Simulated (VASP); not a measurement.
Here is the system:

```xyz
2
Lattice="0.0000 3.1600 3.1600 3.1600 0.0000 3.1600 3.1600 3.1600 0.0000" Properties=species:S:1:pos:R:3 pbc="T T T"
Sn     0.0000     0.0000     0.0000
Te     3.1600     3.1600     3.1600
```

Level of theory: PBE GGA, VASP's PBE PAW potentials (set 64) (plane waves; VASP). Run with 400 eV cut-off, 7×7×7 Γ-centred mesh, Gaussian smearing of 0.050 eV, potentials Sn_d Te.

Energy and stress use the plane-wave basis of the starting cell.

### Question
The ions, cell shape and volume are relaxed. Predict the relaxed structure.

### Answer

```xyz
2
Lattice="0.0000 3.2022 3.2022 3.2022 0.0000 3.2022 3.2022 3.2022 0.0000" Properties=species:S:1:pos:R:3 pbc="T T T"
Sn     0.0000     0.0000     0.0000
Te     3.2022     3.2022     3.2022
```
Space group Fm-3m (225), at a tolerance of 0.03 Å.

### Question
How do energy and volume change from the first to the last step?

### Answer
The energy (σ→0) changes by -6.8 meV/atom and the volume by +4.1 %, in 3 ionic steps.

| step | E(σ→0) (eV) | max force (eV/Å) | pressure (GPa) | volume (Å³) |
|---|---|---|---|---|
| 1 | -7.5541 | 0.000 | 1.73 | 63.11 |
| 2 | -7.5669 | 0.000 | -0.36 | 66.27 |
| 3 | -7.5676 | 0.000 | -0.02 | 65.67 |

The compound is SnTe in the rock salt structure, which distorts at low temperature. This run relaxes it. Symmetry was kept, so distortions that lower it aren't found.
